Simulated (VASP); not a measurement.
Method: PBE GGA, VASP's PBE PAW potentials (set 64) (plane waves; VASP).

VASP input:

### POSCAR
```
Be
2.264780
  1.0000000000   0.0000000000   0.0000000000
 -0.5000000000   0.8660253976   0.0000000000
  0.0000000000   0.0000000000   1.5781223783
Be
2
Cart
 -0.0000005000   0.5773505537   1.1835917837
  0.5000005000   0.2886748439   0.3945305946
```

**INCAR**
```
SYSTEM = Be
PREC = Accurate
ENCUT = 300
EDIFF = 1E-6
NELM = 100
ALGO = Normal
LREAL = .FALSE.
LASPH = .TRUE.
ISMEAR = -1
SIGMA = 0.3
GGA = PE
LWAVE = .FALSE.
LCHARG = .FALSE.
ISIF = 2
```

### KPOINTS
```
Automatic mesh
0
gamma
 16 16 9
```

POTCAR, in this order: Be (PBE.64 set). Program: vasp_std.

The resulting files:

### OSZICAR
```
       N       E                     dE             d eps       ncg     rms          rms(c)
DAV:   1    -0.510060701122E+01   -0.51006E+01   -0.12705E+03  1866   0.351E+02
DAV:   2    -0.760264153751E+01   -0.25020E+01   -0.24121E+01  2700   0.377E+01
DAV:   3    -0.761849029249E+01   -0.15849E-01   -0.15829E-01  2316   0.279E+00
DAV:   4    -0.761849926178E+01   -0.89693E-05   -0.89697E-05  2652   0.645E-02
DAV:   5    -0.761849927065E+01   -0.88719E-08   -0.92268E-08  2304   0.840E-04    0.119E+00
DAV:   6    -0.757260709719E+01    0.45892E-01   -0.57880E-03  2046   0.101E+00    0.729E-01
DAV:   7    -0.755417049917E+01    0.18437E-01   -0.63147E-03  2052   0.104E+00    0.271E-02
DAV:   8    -0.755415061237E+01    0.19887E-04   -0.11196E-05  2610   0.362E-02    0.925E-03
DAV:   9    -0.755414980819E+01    0.80418E-06   -0.24859E-06  2262   0.183E-02
   1 F= -.75541498E+01 E0= -.75292083E+01  d E =-.498831E-01
```

### OUTCAR
```
------------------------ aborting loop because EDIFF is reached ----------------------------------------
  FORCE on cell =-STRESS in cart. coord.  units (eV):
  Direction    XX          YY          ZZ          XY          YZ          ZX
  --------------------------------------------------------------------------------------
  Total        0.0291670      0.0291670     -0.0815624      0.0000000     -0.0000000      0.0000000
  in kB        2.9434265      2.9434265     -8.2309699      0.0000000     -0.0000000      0.0000000
  external PRESSURE =      -0.7813723 kB  Pullay stress =       0.0000000 kB
  volume of cell :       15.88
      direct lattice vectors                 reciprocal lattice vectors
     2.264780000  0.000000000  0.000000000     0.441543991  0.254925544  0.000000000
    -1.132390000  1.961357000  0.000000000     0.000000000  0.509851088  0.000000000
     0.000000000  0.000000000  3.574100000     0.000000000  0.000000000  0.279790717
 POSITION                                       TOTAL-FORCE (eV/Angst)
 -----------------------------------------------------------------------------------
     -0.00000      1.30757      2.68058         0.000000     -0.000000      0.000000
      1.13239      0.65379      0.89353        -0.000000      0.000000      0.000000
 -----------------------------------------------------------------------------------
    total drift:                                0.000001     -0.000000      0.000003
  FREE ENERGIE OF THE ION-ELECTRON SYSTEM (eV)
  ---------------------------------------------------
  free  energy   TOTEN  =        -7.5541498082 eV

  energy  without entropy=       -7.5042667123  energy(sigma->0) =       -7.52920826
```
(Selected blocks of OUTCAR.)

At this cut-off the stress carries a Pulay error, which pulls relaxed volumes low.

The structure comes from a computed database's Be entry; how it stands against other phases isn't given here. The cell was not relaxed at this level. The run is one of a series of settings (SIGMA = 0.3, KPOINTS 16×16×9 Γ-centred mesh against the base run), some of them coarse on purpose.
